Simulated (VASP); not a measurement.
Set up this calculation in VASP 6.6.1, as the native input.

* Task: single point
* Functional: PBE
* Potentials or basis: VASP PAW PBE potentials, release 64 (Sr_sv, Cl)
* Cutoff: 520 eV
* k mesh: 6 × 6 × 6
* Occupations: gaussian, width 0.02 eV
* Spin: no spin polarisation
* Dipole correction: no
* Further INCAR settings: ALGO = Normal; EDIFF = 1e-06; NBANDS = 19

The structure of SrCl2 lies in POSCAR:

```
SrCl2
1.0
    0.0000000000      3.5540598027      3.5540598027
    3.5540598027      0.0000000000      3.5540598027
    3.5540598027      3.5540598027      0.0000000000
Sr Cl
1 2
Direct
    0.0000000000      0.0000000000      0.0000000000
    0.2500000000      0.2500000000      0.2500000000
    0.7500000000      0.7500000000      0.7500000000
```

The input as run:

INCAR

```
PREC = Accurate
ENCUT = 520
EDIFF = 1E-6
ISMEAR = 0
SIGMA = 0.02
LREAL = F
LASPH = T
NELM = 80
ALGO = Normal
ISIF = 2
LWAVE = F
LCHARG = F
GGA = PE
NBANDS = 19
```

KPOINTS

```
Automatic mesh
0
Gamma
  6 6 6
```

Potentials or basis: VASP PAW PBE potentials, release 64 (Sr_sv, Cl).

Command:

```bash
$ cat potpaw_PBE.64/Sr_sv/POTCAR potpaw_PBE.64/Cl/POTCAR > POTCAR
$ mpirun -np 1 vasp_std > vasp.out
```

Results of the run:

```json
{
 "Pressure": "-0.8 GPa",
 "Band gap on the k mesh": "5.12 eV, indirect (least direct gap 5.44 eV)"
}
```

Wall time 46 s on 1 thread of AMD EPYC 7R43 64-Core Processor (Zen 3), on a shared host, peak memory 0.2 GiB.
